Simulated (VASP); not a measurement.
Crystal: BaMgTiO3.

```
Ba Ti Mg O
1.0
     4.24457   -3.12225    0.00000
     4.24457    3.12225    0.00000
    -1.75818    0.00000    4.39045
Ba Ti Mg O
1 1 1 3
Direct
  0.95653 0.95653 0.03231
  0.41463 0.41463 0.59015
  0.65298 0.65298 0.32153
  0.62557 0.62557 0.88676
  0.56954 0.05085 0.48462
  0.05085 0.56954 0.48462
```

The cell comes from a database or a generator and needn't be the stable form of this composition.

- Program: VASP 6.6.1
- Task: single point
- Functional: PBE
- Potentials or basis: VASP PAW PBE potentials, release 64 (Ba_sv, Ti_sv, Mg, O)
- Cutoff: 520 eV
- k mesh: 6 × 6 × 6
- Occupations: fermi-dirac, width 0.05 eV
- Spin: no spin polarisation

On this cell: pressure 0.9 GPa; largest force 0.070 eV/Å; band gap on the k mesh 0.65 eV, direct.

The same run follows on a disturbed copy (atoms moved at random, drawn with an rms of 0.05 Å):

```
Ba Ti Mg O
1.0
     4.24457   -3.12225    0.00000
     4.24457    3.12225    0.00000
    -1.75818    0.00000    4.39045
Ba Ti Mg O
1 1 1 3
Direct
  0.95694 0.96375 0.02685
  0.41692 0.40820 0.58122
  0.66158 0.64583 0.32216
  0.62961 0.61425 0.87706
  0.57705 0.05357 0.49418
  0.05318 0.57190 0.49455
```

Problem. What does the disturbed cell give?

Solution. The energy moves by +9.7 meV/atom; pressure 1.5 GPa; largest force 1.238 eV/Å; band gap on the k mesh 0.74 eV, indirect (least direct gap 0.75 eV).

Forces on the atoms (eV/Å):
```
Ba  -0.158 -0.123 -0.049
Ti   0.456  0.794  0.447
Mg   0.165  0.387 -0.187
O    0.167  0.010  0.416
O   -0.600 -0.965 -0.490
O   -0.030 -0.104 -0.138
```

Stress tensor (GPa, compression positive):
```
 3.06  0.11 -0.48
 0.11  1.60 -0.02
-0.48 -0.02 -0.10
```

Caveats: spin-orbit coupling is left out, which moves the levels of the heavy elements.

A k mesh can miss the band edges.
